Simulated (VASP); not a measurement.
Method: r2SCAN meta-GGA, VASP's PBE PAW potentials (set 64) (plane waves; VASP 6.6.1).

VASP ran on this input.

File POSCAR:
```
Au
1
    0.0000000000     2.0400000000     2.0400000000
    2.0400000000     0.0000000000     2.0400000000
    2.0400000000     2.0400000000     0.0000000000
Au
1
Direct
  0.0000000000   0.0000000000   0.0000000000
```

INCAR:
```
! general
SYSTEM  = Au
PREC    = Accurate
ENCUT   = 400
LREAL   = .FALSE.
LASPH   = .TRUE.

! electronic loop
EDIFF   = 1E-6
NELM    = 100
ALGO    = Normal
LMAXMIX = 6
LMIXTAU = .TRUE.

! smearing
ISMEAR  = 1
SIGMA   = 0.1

! functional
METAGGA = R2SCAN

! ions
IBRION  = 2
NSW     = 60
ISIF    = 3
EDIFFG  = -0.01

! output
LWAVE   = .FALSE.
LCHARG  = .FALSE.
```

### KPOINTS
```
kpoints
0
G
  14 14 14
0 0 0
```

POTCAR, in this order: Au (PBE.64 set). Program: vasp_std.

Problem. What will the output report for the number of irreducible k-points (NKPTS), largest plane-wave count, number of space-group operations, FFT grid (NGX, NGY, NGZ)?

Solution. 
```json
{
  "number of irreducible k-points (NKPTS)": "104",
  "largest_plane_wave_count": "331",
  "number_of_space_group_operations": "48",
  "FFT grid (NGX, NGY, NGZ)": "20 × 20 × 20"
}
```

The compound is Au in the fcc structure. This run relaxes it. Symmetry was kept, so distortions that lower it aren't found.
